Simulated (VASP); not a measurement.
```
Se
1.0
    1.97642    -3.42327     0.00000
    1.97642     3.42327     0.00000
    0.00000     0.00000     5.12008
Se
3
Cartesian
  0.50525   0.87512   3.41339
  2.94235   0.00000   5.12008
  0.50525  -0.87512   1.70669
```

Calculation: LDA (Ceperley-Alder, Perdew-Zunger), VASP's LDA PAW potentials (set 64) (plane waves; VASP 6.6.1). Numerical set-up: 520 eV cut-off, Gaussian smearing of 0.050 eV, potentials Se.

Q: Give the energies of bands 4 to 12 at the high-symmetry points, in eV from the valence-band maximum.

A: 
```
band      Γ      M      K      A      L      H
----  -----  -----  -----  -----  -----  -----
4     -3.80  -5.87  -5.51  -4.83  -6.84  -6.29
5     -3.47  -5.30  -5.51  -3.22  -4.54  -5.96
6     -3.47  -4.16  -3.60  -3.22  -4.45  -5.96
7     -2.02  -4.04  -3.60  -1.55  -2.79  -1.28
8     -2.02  -1.50  -3.35  -1.38  -2.31  -0.04
9     -0.75  -1.05  -2.92  -1.38  -0.22  -0.04
10     1.28   1.18   3.27   0.68   1.06   0.25
11     1.28   1.36   3.27   0.68   2.33   1.91
12     1.94   3.88   3.72   0.69   2.95   1.91
```

The gap is indirect, 0.25 eV, from the valence maximum at L-H at 0.89 to the conduction minimum at H.

The compound is Se in the trig structure. It was relaxed first, which changed the volume by -15 %.
